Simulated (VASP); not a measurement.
# SnIr3 (P-4m2) in VASP: single point with PBE

Aim: the single point of SnIr3 with PBE.

Everything below comes from runs of VASP 6.6.1. Logs are shortened: lines on timing, memory, paths and dates and some standing lists are left out, and cuts for length are marked.

## (1) The cell of the first run

It takes space group P-4m2 (No. 115, tetragonal). Conventional cell: a = 3.104 Å, b = 3.104 Å, c = 7.742 Å, α = 90.00°, β = 90.00°, γ = 90.00°. Sn (site symmetry -4m2) has 4 Ir at 2.35 Å as nearest neighbours. Ir (site symmetry 2mm) has 2 Sn at 2.35 Å and 2 Ir at 2.62 Å as nearest neighbours. Ir (site symmetry -4m2) is surrounded by 4 Ir at 2.62 Å.

The cell was built by a generator and needn't be a form met in nature.

## (2) Single point, PBE (random cell by space group and Wyckoff sites (P-4m2, No. 115))

File INCAR:

```
SYSTEM = SnIr3
ALGO     = Normal         ! electronic algorithm
EDIFF    = 1E-7           ! SCF threshold, eV
ENCUT    = 520            ! plane-wave cutoff, eV
GGA      = PE             ! functional
ISIF     = 2              ! what is computed and relaxed
ISMEAR   = 0              ! smearing method
LASPH    = .True.         ! aspherical terms in the spheres
LCHARG   = .True.         ! write CHGCAR
LELF     = .True.         ! ELF
LREAL    = .False.        ! projectors in reciprocal space
LVHAR    = .True.       
LWAVE    = .False.        ! write WAVECAR
NBANDS   = 28             ! bands
NELM     = 100            ! most SCF steps
PREC     = Accurate       ! precision mode
SIGMA    = 0.1            ! smearing width, eV
```

File KPOINTS:

```
k-points
0
Gamma
  6 6 2
  0 0 0
```

File POSCAR:

```
SnIr3
1.0
    3.1043149600      0.0000000000      0.0000000000
    0.0000000000      3.1043149600      0.0000000000
    0.0000000000      0.0000000000      7.7421947400
Sn Ir
1 3
Direct
    0.0000000000      0.0000000000      0.0000000000
    0.0000000000      0.5000000000      0.7723862200
    0.5000000000      0.0000000000      0.2276137800
    0.0000000000      0.0000000000      0.5000000000
```

Potentials or basis: VASP PAW PBE potentials, release 64 (Sn_d, Ir).

The run is started by

```console
> cat potpaw_PBE.64/Sn_d/POTCAR potpaw_PBE.64/Ir/POTCAR > POTCAR
> mpirun -np 1 vasp_std > vasp.out
```

OUTCAR:

```text
SYSTEM = SnIr3
   EDIFF = 1E-7
   ENCUT = 520
   GGA = PE
   ISIF = 2
   ISMEAR = 0
   LASPH = .True.
   LREAL = .False.
   NELM = 100
   PREC = Accurate

 ion  position               nearest neighbor table
   1  0.000  0.000  0.000-   2 2.35   3 2.35   2 2.35   3 2.35
   2  0.000  0.500  0.772-   1 2.35   1 2.35   4 2.62   4 2.62
   3  0.500  0.000  0.228-   1 2.35   1 2.35   4 2.62   4 2.62
   4  0.000  0.000  0.500-   2 2.62   3 2.62   2 2.62   3 2.62

  LATTYP: Found a simple tetragonal cell.
 ALAT       =     3.1043149600
 C/A-ratio  =     2.4940107044

  Lattice vectors:

 A1 = (   3.1043149600,   0.0000000000,   0.0000000000)
 A2 = (   0.0000000000,   3.1043149600,   0.0000000000)
 A3 = (   0.0000000000,   0.0000000000,   7.7421947400)

Analysis of symmetry for initial positions (statically):
=====================================================================
 Subroutine PRICEL returns:
 Original cell was already a primitive cell.

 Routine SETGRP: Setting up the symmetry group for a
 simple tetragonal supercell.

 Subroutine GETGRP returns: Found  8 space group operations
 (whereof  8 operations were pure point group operations)
 out of a pool of 16 trial point group operations.

The static configuration has the point symmetry D_2d.

Analysis of symmetry for dynamics (positions and initial velocities):
=====================================================================
 Subroutine PRICEL returns:
 Original cell was already a primitive cell.

 Routine SETGRP: Setting up the symmetry group for a
 simple tetragonal supercell.

 Subroutine GETGRP returns: Found  8 space group operations
 (whereof  8 operations were pure point group operations)
 out of a pool of 16 trial point group operations.

The dynamic configuration has the point symmetry D_2d.

 Subroutine INISYM returns: Found  8 space group operations
 (whereof  8 operations are pure point group operations),
 and found     1 'primitive' translations

----------------------------------------------------------------------------------------

                                     Primitive cell

  volume of cell :      74.6098

  direct lattice vectors                    reciprocal lattice vectors
     3.104314960  0.000000000  0.000000000     0.322132262  0.000000000  0.000000000
     0.000000000  3.104314960  0.000000000     0.000000000  0.322132262  0.000000000
     0.000000000  0.000000000  7.742194740     0.000000000  0.000000000  0.129162341

  length of vectors
     3.104314960  3.104314960  7.742194740     0.322132262  0.322132262  0.129162341

  position of ions in fractional coordinates (direct lattice)
     0.000000000  0.000000000  0.000000000
     0.000000000  0.500000000  0.772386220
     0.500000000  0.000000000  0.227613780
     0.000000000  0.000000000  0.500000000

  ion indices of the primitive-cell ions
   primitive index   ion index
                 1           1
                 2           2
                 3           3
                 4           4

----------------------------------------------------------------------------------------

 KPOINTS: k-points

Automatic generation of k-mesh.
 Grid dimensions read from file:
 generate k-points for:    6    6    2

 Generating k-lattice:

  Cartesian coordinates                     Fractional coordinates (reciprocal lattice)
     0.053688710  0.000000000  0.000000000     0.166666667  0.000000000  0.000000000
     0.000000000  0.053688710  0.000000000     0.000000000  0.166666667  0.000000000
     0.000000000  0.000000000  0.064581171     0.000000000  0.000000000  0.500000000

  Length of vectors
     0.053688710  0.053688710  0.064581171

  Shift w.r.t. Gamma in fractional coordinates (k-lattice)
     0.000000000  0.000000000  0.000000000

 Subroutine IBZKPT returns following result:
 ===========================================

 Found     20 irreducible k-points:

 Following reciprocal coordinates:
            Coordinates               Weight
  0.000000  0.000000  0.000000      1.000000
  0.166667  0.000000  0.000000      4.000000
  0.333333  0.000000  0.000000      4.000000
  0.500000  0.000000  0.000000      2.000000
  0.166667  0.166667  0.000000      4.000000
  0.333333  0.166667  0.000000      8.000000
[... 12 lines left out ...]
  0.500000  0.333333  0.500000      4.000000
  0.500000  0.500000  0.500000      1.000000
   k-points           NKPTS =     20   k-points in BZ     NKDIM =     20   number of bands    NBANDS=     28
   number of dos      NEDOS =    301   number of ions     NIONS =      4
   total plane-waves  NPLWV =  34560
   dimension x,y,z NGX =    24 NGY =   24 NGZ =   60
   dimension x,y,z NGXF=    48 NGYF=   48 NGZF=  120
   ions per type =               1   3
   NGX,Y,Z   is equivalent  to a cutoff of  12.85, 12.85, 12.88 a.u.
   NGXF,Y,Z  is equivalent  to a cutoff of  25.71, 25.71, 25.77 a.u.
 SYSTEM =  SnIr3
   PREC   = accura    normal or accurate (medium, high low for compatibility)
   ISTART =      0    job   : 0-new  1-cont  2-samecut
   ICHARG =      2    charge: 1-file 2-atom 10-const
   ISPIN  =      1    spin polarized calculation?
   LNONCOLLINEAR =      F non collinear calculations
   LSORBIT =      F    spin-orbit coupling
   LASPH  =      T    aspherical Exc in radial PAW
   ENCUT  =  520.0 eV  38.22 Ry    6.18 a.u.   5.77  5.77 14.40*2*pi/ulx,y,z
   NELM   =    100;   NELMIN=  2; NELMDL= -5     # of ELM steps
   EDIFF  = 0.1E-06   stopping-criterion for ELM
   LREAL  =      F    real-space projection
   EDIFFG = 0.1E-05   stopping-criterion for IOM
   NSW    =      0    number of steps for IOM
   IBRION =     -1    ionic relax: 0-MD 1-quasi-New 2-CG
   NFREE  =      0    steps in history (QN), initial steepest desc. (CG)
   ISIF   =      2    stress and relaxation
   ISYM   =      2    0-nonsym 1-usesym 2-fastsym
   POTIM  = 0.5000    time-step for ionic-motion
   TEBEG  =    0.0;   TEEND  =   0.0 temperature during run
   PSTRESS=    0.0 pullay stress
   NELECT =      41.0000    total number of electrons
   NUPDOWN=      -1.0000    fix difference up-down
   EMIN   =  10.00;   EMAX   =-10.00  energy-range for DOS
   EFERMI =   0.00;   METHOD = LEGACY
   ISMEAR =     0;   SIGMA  =   0.10  broadening in eV -4-tet -1-fermi 0-gaus
   EFERMI_NEDOS =   21; number of points for ismear=-14 and -15
   IALGO  =     38    algorithm
   IMIX   =      4    mixing-type and parameters
     AMIX     =   0.40;   BMIX     =  1.00
     AMIX_MAG =   1.60;   BMIX_MAG =  1.00
  volume/ion in A,a.u.               =      18.65       125.87
  Fermi-wavevector in a.u.,A,eV,Ry     =   1.340924  2.533979 24.464333  1.798078
  Thomas-Fermi vector in A             =   2.469199
   LORBIT       =      0    0 simple, 1 ext, 2 COOP (PROOUT), +10 PAW based schemes
   GGA     = PE    functional components
   LHFCALC =     F    Hartree Fock is set to
   AEXX    =    0.0000 exact exchange contribution
   IVDW    =     0    specifies the selected vdW correction
   LEPSILON=     F    determine dielectric tensor
   LRPA    =     F    only Hartree local field effects (RPA)
 non-spin polarized calculation
 Gauss-broadening in eV      SIGMA  =   0.10
  energy-cutoff  :      520.00
  volume of cell :       74.61
 maximum number of plane-waves:      2033
 NGX is ok and might be reduce to    24
   NGX = 11   NGY = 11   NGZ = 29

 number of electron      40.9999984 magnetization

 Free energy of the ion-electron system (eV)
  ---------------------------------------------------
  ext. energy  EPLUGINS =         0.00000000
  ---------------------------------------------------
  free energy    TOTEN  =       -24.61285684 eV

  energy without entropy =      -24.57321136  energy(sigma->0) =      -24.59303410

 E-fermi :   7.4185     XC(G=0): -12.0998

 val. band max:        7.3922965357   @ k =   0.0000   0.0000   0.5000
 cond. band min:       7.4313350240   @ k =   0.5000   0.0000   0.0000
 fundamental gap:      0.0390384883
 Fermi energy:         7.4185410697

 k-point     1 :       0.0000    0.0000    0.0000
  band No.  band energies     occupation
      1     -13.7368      2.00000
      2     -13.6064      2.00000
      3     -13.5266      2.00000
      4     -13.5266      2.00000
      5     -13.3020      2.00000
      6      -3.5683      2.00000
[... 20 lines left out ...]
     27      15.8721      0.00000
     28      17.8558      0.00000

 k-point     2 :       0.1667    0.0000    0.0000
  band No.  band energies     occupation
      1     -13.6901      2.00000
      2     -13.5687      2.00000
      3     -13.5436      2.00000
      4     -13.5248      2.00000
      5     -13.3277      2.00000
      6      -3.1491      2.00000
[... 20 lines left out ...]
     27      15.8580      0.00000
     28      17.2919      0.00000

 k-point     3 :       0.3333    0.0000    0.0000
  band No.  band energies     occupation
      1     -13.6499      2.00000
      2     -13.5849      2.00000
      3     -13.5212      2.00000
      4     -13.4310      2.00000
      5     -13.3785      2.00000
      6      -2.0303      2.00000
[... 20 lines left out ...]
     27      15.3075      0.00000
     28      16.1602      0.00000

 k-point     4 :       0.5000    0.0000    0.0000
  band No.  band energies     occupation
      1     -13.6396      2.00000
      2     -13.6035      2.00000
      3     -13.5194      2.00000
      4     -13.4037      2.00000
      5     -13.3533      2.00000
      6      -1.0737      2.00000
[... 20 lines left out ...]
     27      16.3751      0.00000
     28      16.4706      0.00000

 k-point     5 :       0.1667    0.1667    0.0000
  band No.  band energies     occupation
      1     -13.6195      2.00000
      2     -13.5579      2.00000
      3     -13.5455      2.00000
      4     -13.5341      2.00000
      5     -13.3557      2.00000
      6      -2.7360      2.00000
[... 20 lines left out ...]
     27      15.9565      0.00000
     28      17.6105      0.00000

 k-point     6 :       0.3333    0.1667    0.0000
  band No.  band energies     occupation
      1     -13.5844      2.00000
      2     -13.5671      2.00000
      3     -13.5391      2.00000
      4     -13.4244      2.00000
      5     -13.4107      2.00000
      6      -1.6404      2.00000
[... 339 lines left out ...]
      5     -13.3425      2.00000
      6      -0.7957      2.00000
[... 20 lines left out ...]
     27      14.1867      0.00000
     28      15.3005      0.00000

 k-point    18 :       0.3333    0.3333    0.5000
  band No.  band energies     occupation
      1     -13.5786      2.00000
      2     -13.5772      2.00000
      3     -13.4776      2.00000
      4     -13.4395      2.00000
      5     -13.3702      2.00000
      6      -0.6591      2.00000
[... 20 lines left out ...]
     27      13.3342      0.00000
     28      14.0299      0.00000

 k-point    19 :       0.5000    0.3333    0.5000
  band No.  band energies     occupation
      1     -13.5952      2.00000
      2     -13.5753      2.00000
      3     -13.5093      2.00000
      4     -13.4261      2.00000
      5     -13.2940      2.00000
      6       0.1270      2.00000
[... 20 lines left out ...]
     27      13.4262      0.00000
     28      14.2409      0.00000

 k-point    20 :       0.5000    0.5000    0.5000
  band No.  band energies     occupation
      1     -13.5925      2.00000
      2     -13.5925      2.00000
      3     -13.5437      2.00000
      4     -13.3915      2.00000
      5     -13.2373      2.00000
      6       0.8981      2.00000
[... 20 lines left out ...]
     27      11.8150      0.00000
     28      12.7379      0.00000

------------------------ aborting loop because EDIFF is reached ----------------------------------------

  FORCE on cell =-STRESS in cart. coord.  units (eV):
  Direction    XX          YY          ZZ          XY          YZ          ZX
  --------------------------------------------------------------------------------------
  -------------------------------------------------------------------------------------
  Total        1.7399081      1.7399081     25.4599358      0.0000000      0.0000000      0.0000000
  in kB       37.3629575     37.3629575    546.7291635      0.0000000      0.0000000      0.0000000
  external PRESSURE =     207.1516929 kB  Pullay stress =       0.0000000 kB

 VOLUME and BASIS-vectors are now :
 -----------------------------------------------------------------------------
  energy-cutoff  :      520.00
  volume of cell :       74.61
      direct lattice vectors                 reciprocal lattice vectors
     3.104314960  0.000000000  0.000000000     0.322132262  0.000000000  0.000000000
     0.000000000  3.104314960  0.000000000     0.000000000  0.322132262  0.000000000
     0.000000000  0.000000000  7.742194740     0.000000000  0.000000000  0.129162341

 POSITION                                       TOTAL-FORCE (eV/Angst)
 -----------------------------------------------------------------------------------
      0.00000      0.00000      0.00000         0.000000      0.000000      0.000000
      0.00000      1.55216      5.97996         0.000000     -0.000000     -7.807049
      1.55216      0.00000      1.76223         0.000000     -0.000000      7.807049
      0.00000      0.00000      3.87110        -0.000000     -0.000000      0.000000
 -----------------------------------------------------------------------------------
    total drift:                                0.000000     -0.000000      0.000000

  FREE ENERGIE OF THE ION-ELECTRON SYSTEM (eV)
  ---------------------------------------------------
  free  energy   TOTEN  =       -24.6128568379 eV

  energy  without entropy=      -24.5732113585  energy(sigma->0) =      -24.59303410
```

Run time: 23 s. Hardware: 1 thread of Intel Xeon Platinum 8488C (Sapphire Rapids), shared host; peak memory 0.19 GiB.

Results:

* Free energy: -24.6129 eV
* Pressure: 20.7 GPa
* Largest force: 7.807 eV/Å
* Band gap on the k mesh: none (metal or under the smearing width)

Forces on the atoms (eV/Å):
```
Sn   0.000  0.000  0.000
Ir   0.000  0.000 -7.807
Ir   0.000  0.000  7.807
Ir   0.000  0.000  0.000
```

Levels at points of the mesh, in eV from the Fermi level:
| k point | band 18 | band 19 | band 20 | band 21 | band 22 | band 23 |
| --- | --- | --- | --- | --- | --- | --- |
| (0.00, 0.00, 0.00) | -1.09 | -0.62 | -0.25 | 0.41 | 0.73 | 0.73 |
| (0.50, 0.00, 0.00) | -1.15 | -0.05 | 0.01 | 0.29 | 0.59 | 1.51 |
| (0.50, 0.50, 0.00) | 0.52 | 0.52 | 0.76 | 1.71 | 1.71 | 1.76 |
| (0.00, 0.00, 0.50) | -0.69 | -0.65 | -0.20 | -0.03 | -0.03 | 0.19 |
| (0.50, 0.00, 0.50) | -1.14 | -0.54 | -0.06 | 0.71 | 0.95 | 1.30 |
| (0.50, 0.50, 0.50) | -0.05 | 0.47 | 0.47 | 1.01 | 2.33 | 2.33 |

Caveat: the k mesh is coarse (spacing up to 0.41 Å⁻¹), so the values aren't converged; so large a pressure means that the cell lies far from this level's equilibrium, or that cutoff or potentials fall short; forces of over 1 eV/Å show positions far from the minimum, so gaps and moduli don't describe the material at rest. Spin-orbit coupling is left out, which matters for the levels of Ir.
